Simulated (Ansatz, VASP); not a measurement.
# One calculation of CdTe3C, two programs

The input INCAR:

```
SYSTEM = CdTe3C
PREC     = Accurate       ! precision mode
ENCUT    = 520            ! plane-wave cutoff, eV
EDIFF    = 1E-7           ! SCF threshold, eV
ISMEAR   = 0              ! smearing method
SIGMA    = 0.05           ! smearing width, eV
LREAL    = .False.        ! projectors in reciprocal space
LASPH    = .True.         ! aspherical terms in the spheres
NELM     = 100            ! most SCF steps
ALGO     = Normal         ! electronic algorithm
ISIF     = 2              ! what is computed and relaxed
LWAVE    = .False.        ! write WAVECAR
LCHARG   = .True.         ! write CHGCAR
GGA      = PE             ! functional
LELF     = .True.         ! ELF
LVHAR    = .True.       
NBANDS   = 25             ! bands
```

File KPOINTS:

```
regular mesh
0
Gamma
  4 4 4
  0 0 0
```

Contents of POSCAR:

```
CdTe3C
1.0
    4.8953167165      0.0000000000      0.0000000000
    0.0000000000      4.8953167165      0.0000000000
    0.0000000000      0.0000000000      4.8953167165
Cd C Te
1 1 3
Direct
    0.0000000000      0.0000000000      0.0000000000
    0.5000000000      0.5000000000      0.5000000000
    0.5000000000      0.5000000000      0.0000000000
    0.5000000000      0.0000000000      0.5000000000
    0.0000000000      0.5000000000      0.5000000000
```

Input for Ansatz:

```yaml
crystal:
  lattice:
    - [4.8953167165, 0.0, 0.0]
    - [0.0, 4.8953167165, 0.0]
    - [0.0, 0.0, 4.8953167165]
  atoms:
    - { symbol: Cd, position: [0.0, 0.0, 0.0] }
    - { symbol: C, position: [0.5, 0.5, 0.5] }
    - { symbol: Te, position: [0.5, 0.5, 0.0] }
    - { symbol: Te, position: [0.5, 0.0, 0.5] }
    - { symbol: Te, position: [0.0, 0.5, 0.5] }
basis:
  ecutwfc: 420
kpoints:
  mp_grid: { grid: [4, 4, 4] }
hamiltonian:
  xc: pbe
scf:
  occupations: { method: gaussian, width: 0.05 }
output:
  forces: true
  stress: true
  eigenvalues: true
```

The cell comes from a database or a generator and needn't be the stable form of this composition.

Alike in both runs: task single point; functional PBE; k mesh 4 × 4 × 4; occupations gaussian, width 0.05 eV; no spin polarisation.

|  | VASP | Ansatz |
| --- | --- | --- |
| version | VASP 6.6.1 | Ansatz 0.2.0 |
| potentials or method | VASP PAW PBE potentials, release 64 (Cd, C, Te) | scalar-relativistic, plane waves, PAW |
| plane-wave cutoff (eV) | 520 | 420 |
| valence electrons in the cell | 34 | 72 |

VASP gave:

- gap on the k mesh at the Fermi level (eV): none
- pressure (GPa): 0.0

Task: Which values does Ansatz return?

Result: gap on the k mesh at the Fermi level (eV): none; pressure (GPa): 0.1.

A gap of «none» marks a metal or a gap that the smearing closes. The functional is the same, so the differences come from potentials, cutoffs and numerics. The two sets of potentials don't hold the same shells in valence.

Spin-orbit coupling is left out, which matters for the levels of Te.
